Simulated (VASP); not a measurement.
Consider the following.

```
Pt3Ti
1.0
    3.86978     0.00000     0.00000
    0.00000     3.86978     0.00000
    0.00000     0.00000     3.86978
Ti Pt
1 3
Cartesian
  0.00000   0.00000   0.00000
  0.00000   1.93489   1.93489
  1.93489   0.00000   1.93489
  1.93489   1.93489   0.00000
```

Method: vdW-DF-cx, VASP's PBE PAW potentials (set 64) (plane waves; VASP). Run with 520 eV cut-off, 8×8×8 Γ-centred mesh, first-order Methfessel-Paxton smearing of 0.10 eV, potentials Ti_sv Pt.

Question: Give the stress tensor in GPa (positive for a compressed cell).

Answer: 
```
8.59  0.00  0.00
0.00  8.59  0.00
0.00  0.00  8.59
```
The pressure is its mean diagonal, 8.59 GPa.

The compound is Pt3Ti in the L1_2 structure. This cell is one point of a volume scan, at 0.97 of the reference volume.
